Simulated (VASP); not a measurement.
All values below come from r2SCAN meta-GGA, VASP's PBE PAW potentials (set 64) (plane waves; VASP).

A VASP calculation is set up with these files.

### INCAR
```
LORBIT=10
LREAL=.False.   # projection in real space or not
NELM=100
LMAXMIX=4
LASPH=.True.   # aspherical one-centre terms
METAGGA=R2SCAN
SIGMA=0.1   # width (eV)
LMIXTAU=.True.
LWAVE=.False.
SYSTEM=Fe
EDIFF=1E-7   # SCF stop (eV)
ISIF=2   # forces and stress, cell fixed
LCHARG=.False.
PREC=Accurate
ISPIN=2   # spin-polarised
ENCUT=520
ISMEAR=1
ALGO=Normal   # blocked Davidson
MAGMOM=2.7
```

**KPOINTS**
```
Automatic mesh
0
Gamma
18 18 18
0 0 0
```

### POSCAR
```
Fe
1.0
 -1.4431014626   1.4431014626   1.4431014626
  1.4431014626  -1.4431014626   1.4431014626
  1.4431014626   1.4431014626  -1.4431014626
Fe
1
Cart
  0.0000000000   0.0000000000   0.0000000000
```

POTCAR, in this order: Fe (PBE.64 set). Program: vasp_std.

What will the output report for the number of irreducible k-points (NKPTS), largest plane-wave count, number of space-group operations, FFT grid (NGX, NGY, NGZ)?

- number of irreducible k-points (NKPTS) = 195
- largest plane-wave count = 338
- number of space-group operations = 48
- FFT grid (NGX, NGY, NGZ) = 20 × 20 × 20

The compound is Fe in the bcc structure. This cell is one point of a volume scan, at 1.03 of the reference volume.
